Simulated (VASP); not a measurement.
An input for Ansatz (written as the equivalent of a VASP run, and not itself run):

Ansatz 0.2 input:
```yaml
crystal:
  lattice:
    - [0.0000000, 2.6798690, 2.6798690]
    - [2.6798690, 0.0000000, 2.6798690]
    - [2.6798690, 2.6798690, 0.0000000]
  atoms:
    - { symbol: Ge, position: [0.0000000, 0.0000000, 0.0000000] }
    - { symbol: V, position: [0.5000000, 0.5000000, 0.5000000], spin: 2 }
kpoints:
  mp_grid: { grid: [11, 11, 11] }
hamiltonian:
  xc: pbesol
  pseudopotentials: { kind: paw }
magnetization: { spin_polarized: true }
scf:
  occupations: { method: methfessel_paxton, width: 0.1 }
  max_iter: 100
relax:
  max_steps: 60
  f_tol: 0.01
  cell: {}
output: { forces: true, stress: true, eigenvalues: true }
```

Task: Write the VASP files for the same calculation (PBEsol).

Result: Several could match; the one computed here: 
File POSCAR:
```
VGe
1.0
  0.0000000000   2.6798690000   2.6798690000
  2.6798690000   0.0000000000   2.6798690000
  2.6798690000   2.6798690000   0.0000000000
Ge V
1 1
Cartesian
  0.0000000000   0.0000000000   0.0000000000
  2.6798690000   2.6798690000   2.6798690000
```

File KPOINTS:
```
Regular mesh
0
G
  11 11 11
```

INCAR:
```
! general
SYSTEM =VGe
PREC   =Accurate
ENCUT  =400
LREAL  =F
LASPH  =T

! electronic loop
EDIFF  =1E-6
NELM   =100
ALGO   =Normal
LMAXMIX=4

! smearing
ISMEAR =1
SIGMA  =0.1

! functional
GGA    =PS

! spin
ISPIN  =2
MAGMOM =0.0 2.0

! ions
IBRION =2
NSW    =60
ISIF   =3
EDIFFG =-0.01

! output
LWAVE  =F
LCHARG =F
LORBIT =10
```

POTCAR, in this order: Ge_d V_sv (PBE.64 set). Program: vasp_std.

What does not carry over: each code has its own PAW files, so the cut-off isn't converted (ENCUT is set for VASP's; basis.ecutwfc is left out, and Ansatz then takes the one that its files recommend); Ansatz stops its SCF on the density residual and VASP on the energy change (EDIFF).

The structure was generated: VGe was put into the rocksalt type (Fm-3m), which need not be its known phase. This run relaxes it. Symmetry was kept, so distortions that lower it aren't found.
